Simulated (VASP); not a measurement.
Output of a VASP run:

### OUTCAR
```
 ion  position               nearest neighbor table
   1  0.504  0.005  0.004-  32 1.78  53 1.91  61 1.92  45 1.92   2 3.03   3 3.07   8 3.07  23 3.09
                            12 3.10   5 3.10   7 3.10  17 3.10
   2  0.749  0.249  0.000-  32 1.87  43 1.90  54 1.90  33 1.90   1 3.03   9 3.06   3 3.08  12 3.09
                            23 3.09   4 3.09  15 3.10  28 3.10  24 3.11  13 3.11   6 3.12
   3  0.753  0.002  0.251-  34 1.86  38 1.90  48 1.92  32 1.92  11 3.01  15 3.06  10 3.07  18 3.07
                             1 3.07   2 3.08   4 3.09  25 3.09  21 3.10   7 3.12  17 3.13
   4  0.000  0.000  0.000-  35 1.90  38 1.90  43 1.90  62 1.90   5 3.05   3 3.09   2 3.09  22 3.10
                            25 3.10  28 3.10  31 3.10   7 3.10  12 3.10  14 3.10  15 3.10   8 3.11
   5  0.245  0.247  0.999-  35 1.86  59 1.88  53 1.90  36 1.99   4 3.05  28 3.06  22 3.07  15 3.07
                            13 3.09   6 3.10   1 3.10  29 3.11   8 3.12  23 3.12  16 3.13
   6  0.495  0.498  0.999-  60 1.87  36 1.88  54 1.91  37 1.94  16 3.04  29 3.05  14 3.07  23 3.08
                            30 3.10   5 3.10  17 3.12   2 3.12  24 3.12   9 3.12   7 3.14
   7  0.750  0.750  0.000-  37 1.90  38 1.90  55 1.90  61 1.90   9 3.09  24 3.10  25 3.10  30 3.10
                            31 3.10   4 3.10  12 3.10  13 3.10  17 3.10   1 3.10   3 3.12   6 3.14
   8  0.253  0.995  0.249-  45 1.85  56 1.89  35 1.94  39 1.96  17 3.04  14 3.06  27 3.07   1 3.07
                            25 3.08  19 3.10  10 3.10   4 3.11   5 3.12  18 3.12
   9  0.751  0.497  0.246-  33 1.85  37 1.90  63 1.92  40 1.93   2 3.06  13 3.06  15 3.07   7 3.09
                            11 3.11  25 3.11  26 3.11  20 3.11   6 3.12  17 3.13  21 3.14
  10  0.505  0.005  0.499-  41 1.85  48 1.89  39 1.90  58 1.95  11 3.00   3 3.07  23 3.07  12 3.07
                            19 3.09  21 3.10   8 3.10  17 3.12  22 3.14  30 3.14
  11  0.750  0.244  0.495-  34 1.84  41 1.89  63 1.94  42 1.95  10 3.00   3 3.01  18 3.06  15 3.07
                            12 3.09   9 3.11  20 3.12  23 3.13  28 3.13  26 3.13
  12  0.750  0.000  0.750-  41 1.90  43 1.90  52 1.90  61 1.90  10 3.07   2 3.09  11 3.09  23 3.10
                            28 3.10  30 3.10  31 3.10   4 3.10   7 3.10  18 3.10  21 3.10   1 3.10
  13  0.000  0.500  0.000-  33 1.90  44 1.90  55 1.90  59 1.90   9 3.06   5 3.09  25 3.10  28 3.10
                            29 3.10  31 3.10   7 3.10  14 3.10  15 3.10  24 3.10  16 3.10   2 3.11
  14  0.250  0.750  0.000-  44 1.90  45 1.90  60 1.90  62 1.90   8 3.06  16 3.06   6 3.07  25 3.10
                            29 3.10  30 3.10  31 3.10  13 3.10   4 3.10  17 3.10  22 3.10
  15  0.000  0.250  0.250-  33 1.90  34 1.90  35 1.90  46 1.90  19 3.06   3 3.06   9 3.07  11 3.07
                             5 3.07  13 3.10  18 3.10   4 3.10  26 3.10   2 3.10  16 3.14
  16  0.253  0.504  0.248-  47 1.88  44 1.88  36 1.89  46 1.94   6 3.04  17 3.06  14 3.06  27 3.09
                            20 3.09  25 3.09  19 3.10  13 3.10  26 3.13   5 3.13  15 3.14
  17  0.500  0.750  0.250-  37 1.90  45 1.90  47 1.90  48 1.90   8 3.04  16 3.06  20 3.09   7 3.10
                            14 3.10  21 3.10  27 3.10   1 3.10   6 3.12  10 3.12   9 3.13   3 3.13
  18  0.000  0.000  0.500-  34 1.90  49 1.90  52 1.90  56 1.90  11 3.06   3 3.07  19 3.09  25 3.10
                            27 3.10  28 3.10  31 3.10  15 3.10  12 3.10  21 3.10  22 3.10   8 3.12
  19  0.250  0.250  0.494-  39 1.85  46 1.87  49 1.92  50 1.93  15 3.06  18 3.09  10 3.09   8 3.10
                            26 3.10  16 3.10  20 3.10  22 3.13  23 3.13  28 3.13  29 3.13
  20  0.501  0.500  0.498-  63 1.88  47 1.90  51 1.90  50 1.91  17 3.09  16 3.09  21 3.09  24 3.10
                            23 3.10  19 3.10  27 3.11  30 3.11   9 3.11  29 3.11  11 3.12
  21  0.750  0.750  0.500-  40 1.90  48 1.90  51 1.90  52 1.90  20 3.09  25 3.10  26 3.10  30 3.10
                            31 3.10  17 3.10  18 3.10  12 3.10  24 3.10  10 3.10   3 3.10   9 3.14
  22  0.250  0.000  0.750-  49 1.90  53 1.90  58 1.90  62 1.90   5 3.07  27 3.10  28 3.10  30 3.10
                            31 3.10   4 3.10  14 3.10  18 3.10  23 3.10  19 3.13  10 3.14
  23  0.500  0.250  0.750-  41 1.90  50 1.90  53 1.90  54 1.90  10 3.07   6 3.08   1 3.09   2 3.09
                            12 3.10  22 3.10  24 3.10  29 3.10  20 3.10   5 3.12  11 3.13  19 3.13
  24  0.750  0.500  0.750-  42 1.90  51 1.90  54 1.90  55 1.90  26 3.10  28 3.10  30 3.10  31 3.10
                             7 3.10  13 3.10  21 3.10  23 3.10  20 3.10   2 3.11   6 3.12
  25  0.000  0.750  0.250-  38 1.90  40 1.90  44 1.90  56 1.90   8 3.08   3 3.09  16 3.09  18 3.10
                            21 3.10  26 3.10  27 3.10   4 3.10  13 3.10  14 3.10   7 3.10   9 3.11
  26  0.000  0.500  0.500-  40 1.90  42 1.90  46 1.90  57 1.90  27 3.10  28 3.10  29 3.10  31 3.10
                            15 3.10  21 3.10  24 3.10  25 3.10  19 3.10   9 3.11  16 3.13  11 3.13
  27  0.250  0.750  0.500-  47 1.90  56 1.90  57 1.90  58 1.90   8 3.07  16 3.09  26 3.10  29 3.10
                            30 3.10  31 3.10  17 3.10  18 3.10  22 3.10  25 3.10  20 3.11
  28  0.000  0.250  0.750-  42 1.90  43 1.90  49 1.90  59 1.90   5 3.06  22 3.10  24 3.10  26 3.10
                            29 3.10   4 3.10  12 3.10  13 3.10  18 3.10   2 3.10  11 3.13  19 3.13
  29  0.250  0.500  0.750-  50 1.90  57 1.90  59 1.90  60 1.90   6 3.05  27 3.10  28 3.10  30 3.10
                            31 3.10  13 3.10  14 3.10  23 3.10  26 3.10   5 3.11  20 3.11  19 3.13
  30  0.500  0.750  0.750-  51 1.90  58 1.90  60 1.90  61 1.90  22 3.10  24 3.10  27 3.10  29 3.10
                             7 3.10  12 3.10  14 3.10  21 3.10   6 3.10  20 3.11  10 3.14
  31  0.000  0.750  0.750-  52 1.90  55 1.90  57 1.90  62 1.90  14 3.10  18 3.10  21 3.10  22 3.10
                            24 3.10  26 3.10  27 3.10  29 3.10   4 3.10   7 3.10  12 3.10  13 3.10
  32  0.625  0.122  0.119-   1 1.78   2 1.87   3 1.92
  33  0.875  0.375  0.125-   9 1.85  13 1.90  15 1.90   2 1.90
  34  0.875  0.125  0.375-  11 1.84   3 1.86  15 1.90  18 1.90
  35  0.125  0.125  0.125-   5 1.86   4 1.90  15 1.90   8 1.94
  36  0.380  0.373  0.131-   6 1.88  16 1.89   5 1.99
  37  0.625  0.625  0.125-   7 1.90  17 1.90   9 1.90   6 1.94
  38  0.875  0.875  0.125-   4 1.90   7 1.90  25 1.90   3 1.90
  39  0.378  0.131  0.376-  19 1.85  10 1.90   8 1.96
  40  0.875  0.625  0.375-  21 1.90  25 1.90  26 1.90   9 1.93
  41  0.625  0.125  0.625-  10 1.85  11 1.89  12 1.90  23 1.90
  42  0.875  0.375  0.625-  24 1.90  26 1.90  28 1.90  11 1.95
  43  0.875  0.125  0.875-   2 1.90   4 1.90  12 1.90  28 1.90
  44  0.125  0.625  0.125-  16 1.88  14 1.90  13 1.90  25 1.90
  45  0.375  0.875  0.125-   8 1.85  14 1.90  17 1.90   1 1.92
  46  0.125  0.375  0.375-  19 1.87  15 1.90  26 1.90  16 1.94
  47  0.375  0.625  0.375-  16 1.88  20 1.90  17 1.90  27 1.90
  48  0.625  0.875  0.375-  10 1.89  17 1.90  21 1.90   3 1.92
...
```

OSZICAR:
```
...
RMM:   6    -0.457947067025E+03   -0.21580E-05   -0.79731E-05   591   0.202E-02
  10 F= -.45794707E+03 E0= -.45794707E+03  d E =-.116503E-01  mag=     1.0000
       N       E                     dE             d eps       ncg     rms          rms(c)
DAV:   1    -0.457947087138E+03   -0.22271E-04   -0.53077E-03   784   0.192E-01    0.206E-02
RMM:   2    -0.457947095635E+03   -0.84974E-05   -0.16127E-04   640   0.290E-02    0.910E-03
RMM:   3    -0.457947095663E+03   -0.27550E-07   -0.18926E-05   391   0.103E-02    0.632E-03
RMM:   4    -0.457947094897E+03    0.76596E-06   -0.39035E-06   378   0.458E-03
  11 F= -.45794709E+03 E0= -.45794709E+03  d E =-.116782E-01  mag=     1.0000
       N       E                     dE             d eps       ncg     rms          rms(c)
DAV:   1    -0.457949851771E+03   -0.27561E-02   -0.63875E-01   672   0.213E+00    0.208E-01
RMM:   2    -0.457950173885E+03   -0.32211E-03   -0.11882E-02   641   0.265E-01    0.905E-02
RMM:   3    -0.457950062555E+03    0.11133E-03   -0.19913E-03   643   0.104E-01    0.437E-02
RMM:   4    -0.457950075885E+03   -0.13330E-04   -0.48991E-04   659   0.470E-02    0.228E-02
RMM:   5    -0.457950085377E+03   -0.94922E-05   -0.86876E-05   595   0.215E-02
  12 F= -.45795009E+03 E0= -.45795009E+03  d E =-.299048E-02  mag=     1.0000
       N       E                     dE             d eps       ncg     rms          rms(c)
DAV:   1    -0.457950119773E+03   -0.43887E-04   -0.66679E-03   768   0.219E-01    0.206E-02
RMM:   2    -0.457950123313E+03   -0.35406E-05   -0.12058E-04   640   0.268E-02    0.855E-03
RMM:   3    -0.457950121939E+03    0.13738E-05   -0.17631E-05   385   0.991E-03    0.458E-03
RMM:   4    -0.457950121805E+03    0.13445E-06   -0.34307E-06   378   0.398E-03
  13 F= -.45795012E+03 E0= -.45795012E+03  d E =-.302691E-02  mag=     1.0000
       N       E                     dE             d eps       ncg     rms          rms(c)
DAV:   1    -0.457950896738E+03   -0.77480E-03   -0.14483E-01   672   0.102E+00    0.100E-01
RMM:   2    -0.457951019168E+03   -0.12243E-03   -0.26605E-03   642   0.128E-01    0.447E-02
RMM:   3    -0.457950993482E+03    0.25686E-04   -0.44036E-04   647   0.492E-02    0.226E-02
RMM:   4    -0.457950995004E+03   -0.15220E-05   -0.12930E-04   647   0.239E-02    0.122E-02
RMM:   5    -0.457950998601E+03   -0.35976E-05   -0.23547E-05   411   0.112E-02
  14 F= -.45795100E+03 E0= -.45795100E+03  d E =-.876796E-03  mag=     1.0000
       N       E                     dE             d eps       ncg     rms          rms(c)
DAV:   1    -0.457951002648E+03   -0.76444E-05   -0.60238E-04   752   0.653E-02    0.799E-03
RMM:   2    -0.457951003573E+03   -0.92489E-06   -0.14609E-05   371   0.956E-03    0.440E-03
RMM:   3    -0.457951003591E+03   -0.18179E-07   -0.24096E-06   354   0.370E-03    0.258E-03
RMM:   4    -0.457951003592E+03   -0.33833E-09   -0.47709E-07   198   0.195E-03
  15 F= -.45795100E+03 E0= -.45795100E+03  d E =-.881787E-03  mag=     1.0000
       N       E                     dE             d eps       ncg     rms          rms(c)
DAV:   1    -0.457951369954E+03   -0.36636E-03   -0.73588E-02   704   0.723E-01    0.659E-02
RMM:   2    -0.457951431860E+03   -0.61906E-04   -0.13127E-03   640   0.893E-02    0.310E-02
RMM:   3    -0.457951426457E+03    0.54032E-05   -0.24517E-04   649   0.356E-02    0.173E-02
RMM:   4    -0.457951428925E+03   -0.24682E-05   -0.64567E-05   538   0.171E-02
  16 F= -.45795143E+03 E0= -.45795143E+03  d E =-.425334E-03  mag=     1.0000
```

**OUTCAR**
```
------------------------ aborting loop because EDIFF is reached ----------------------------------------
  FORCE on cell =-STRESS in cart. coord.  units (eV):
  Direction    XX          YY          ZZ          XY          YZ          ZX
  --------------------------------------------------------------------------------------
  Total        5.5574292      5.5410112      5.5095894      3.3089849      3.3390981      3.3305227
  in kB       13.2531890     13.2140359     13.1391022      7.8911672      7.9629802      7.9425298
  external PRESSURE =      13.2021090 kB  Pullay stress =       0.0000000 kB
  volume of cell :      671.84
      direct lattice vectors                 reciprocal lattice vectors
     8.758331436  0.000000000  0.000000000     0.114176999  0.000000000  0.000000000
     0.000000000  8.758331436  0.000000000     0.000000000  0.114176999  0.000000000
     0.000000000  0.000000000  8.758331436     0.000000000  0.000000000  0.114176999
  FREE ENERGIE OF THE ION-ELECTRON SYSTEM (eV)
  ---------------------------------------------------
  free  energy   TOTEN  =      -457.9514289251 eV

  energy  without entropy=     -457.9514288738  energy(sigma->0) =     -457.95142890

 total charge

# of ion       s       p       d       tot
------------------------------------------
    1        0.700   0.977   0.000   1.676
    2        0.700   0.974   0.000   1.674
    3        0.700   0.974   0.000   1.674
    4        0.699   0.967   0.000   1.665
    5        0.700   0.977   0.000   1.676
    6        0.700   0.974   0.000   1.674
    7        0.698   0.957   0.000   1.655
    8        0.700   0.977   0.000   1.676
    9        0.702   0.920   0.000   1.622
   10        0.700   0.974   0.000   1.674
   11        0.702   0.920   0.000   1.622
   12        0.698   0.957   0.000   1.655
   13        0.698   0.957   0.000   1.655
   14        0.699   0.967   0.000   1.666
   15        0.698   0.969   0.000   1.667
   16        0.700   0.974   0.000   1.674
   17        0.698   0.969   0.000   1.667
   18        0.698   0.957   0.000   1.655
   19        0.700   0.974   0.000   1.674
   20        0.702   0.920   0.000   1.622
   21        0.699   0.970   0.000   1.669
   22        0.699   0.967   0.000   1.666
   23        0.698   0.969   0.000   1.667
   24        0.699   0.970   0.000   1.669
   25        0.703   0.974   0.000   1.677
   26        0.699   0.970   0.000   1.669
   27        0.698   0.957   0.000   1.655
   28        0.703   0.974   0.000   1.677
   29        0.698   0.957   0.000   1.655
   30        0.703   0.974   0.000   1.677
   31        0.698   0.965   0.000   1.663
   32        0.859   1.648   0.000   2.506
   33        0.832   1.712   0.000   2.544
   34        0.832   1.712   0.000   2.544
   35        0.833   1.722   0.000   2.555
   36        0.859   1.647   0.000   2.506
   37        0.832   1.712   0.000   2.544
   38        0.835   1.710   0.000   2.545
   39        0.859   1.648   0.000   2.506
   40        0.835   1.727   0.000   2.563
   41        0.832   1.712   0.000   2.544
   42        0.835   1.727   0.000   2.563
   43        0.835   1.710   0.000   2.545
   44        0.835   1.710   0.000   2.545
   45        0.833   1.722   0.000   2.555
   46        0.836   1.711   0.000   2.547
   47        0.832   1.712   0.000   2.544
   48        0.836   1.711   0.000   2.547
...
```
(Selected blocks of OUTCAR.)

**POSCAR**
```
C31OSi31
1
    8.7583314357     0.0000000000     0.0000000000
    0.0000000000     8.7583314357    -0.0000000000
   -0.0000000000    -0.0000000000     8.7583314357
Si C O
31 31 1
Direct
  0.5042820000   0.0053730000   0.0042340000
  0.7492030000   0.2488800000   0.0002600000
  0.7529920000   0.0024350000   0.2513730000
  0.0000000000   0.0000000000   0.0000000000
  0.2450800000   0.2468440000  -0.0012200000
  0.4945960000   0.4982990000  -0.0013650000
  0.7500000000   0.7500000000   0.0000000000
  0.2533900000  -0.0053670000   0.2494890000
  0.7514570000   0.4967350000   0.2459970000
  0.5050420000   0.0050840000   0.4985640000
  0.7496660000   0.2443680000   0.4950450000
  0.7500000000   0.0000000000   0.7500000000
  0.0000000000   0.5000000000   0.0000000000
  0.2500000000   0.7500000000   0.0000000000
  0.0000000000   0.2500000000   0.2500000000
  0.2530210000   0.5035170000   0.2476910000
  0.5000000000   0.7500000000   0.2500000000
  0.0000000000   0.0000000000   0.5000000000
  0.2500070000   0.2495680000   0.4942750000
  0.5012080000   0.4996780000   0.4983840000
  0.7500000000   0.7500000000   0.5000000000
  0.2500000000   0.0000000000   0.7500000000
  0.5000000000   0.2500000000   0.7500000000
  0.7500000000   0.5000000000   0.7500000000
  0.0000000000   0.7500000000   0.2500000000
  0.0000000000   0.5000000000   0.5000000000
  0.2500000000   0.7500000000   0.5000000000
  0.0000000000   0.2500000000   0.7500000000
  0.2500000000   0.5000000000   0.7500000000
  0.5000000000   0.7500000000   0.7500000000
  0.0000000000   0.7500000000   0.7500000000
  0.6253540000   0.1219350000   0.1193970000
  0.8750000000   0.3750000000   0.1250000000
  0.8750000000   0.1250000000   0.3750000000
  0.1250000000   0.1250000000   0.1250000000
  0.3795430000   0.3732280000   0.1305590000
  0.6250000000   0.6250000000   0.1250000000
  0.8750000000   0.8750000000   0.1250000000
  0.3783280000   0.1306030000   0.3759630000
  0.8750000000   0.6250000000   0.3750000000
  0.6250000000   0.1250000000   0.6250000000
  0.8750000000   0.3750000000   0.6250000000
  0.8750000000   0.1250000000   0.8750000000
  0.1250000000   0.6250000000   0.1250000000
  0.3750000000   0.8750000000   0.1250000000
  0.1250000000   0.3750000000   0.3750000000
  0.3750000000   0.6250000000   0.3750000000
  0.6250000000   0.8750000000   0.3750000000
  0.1250000000   0.1250000000   0.6250000000
  0.3750000000   0.3750000000   0.6250000000
  0.6250000000   0.6250000000   0.6250000000
  0.8750000000   0.8750000000   0.6250000000
  0.3750000000   0.1250000000   0.8750000000
  0.6250000000   0.3750000000   0.8750000000
  0.8750000000   0.6250000000   0.8750000000
  0.1250000000   0.8750000000   0.3750000000
  0.1250000000   0.6250000000   0.6250000000
  0.3750000000   0.8750000000   0.6250000000
  0.1250000000   0.3750000000   0.8750000000
  0.3750000000   0.6250000000   0.8750000000
  0.6250000000   0.8750000000   0.8750000000
  0.1250000000   0.8750000000   0.8750000000
  0.6197120000   0.3743860000   0.3714240000
```

### Question
Write an INCAR and KPOINTS that could have produced this output.

### Answer
One answer among several that fit: the input of the run itself, PBE GGA, plane waves, VASP's PBE PAW potentials (set 64).

INCAR:
```
# general
SYSTEM =C31OSi31
PREC   =Normal
ENCUT  =400
LREAL  =Auto
LASPH  =.TRUE.
ISYM   =0
NELECT =255.0

# electronic loop
EDIFF  =1E-5
NELM   =100
NELMIN =4
ALGO   =Fast

# smearing
ISMEAR =0
SIGMA  =0.05

# functional
GGA    =PE

# spin
ISPIN  =2
MAGMOM =63*0.0159
NUPDOWN=1

# ions
IBRION =2
NSW    =70
ISIF   =2
EDIFFG =-0.03

# output
LWAVE  =.TRUE.
LCHARG =.FALSE.
LORBIT =10
```

**KPOINTS**
```
Automatic mesh
0
Gamma
1 1 1
0 0 0
```

POTCAR, in this order: Si C O (PBE.64 set). Program: vasp_gam.

At this cut-off the stress carries a Pulay error, which pulls relaxed volumes low. The cell is charged, with a uniform compensating background. The supercell is sampled at Γ alone, which is coarse: total energies, pressure and levels can be off, energies of defects by several tenths of an eV.

The cell is a supercell with a defect, built from SiC (zinc blende): O_C-vac_Si, charge -1.
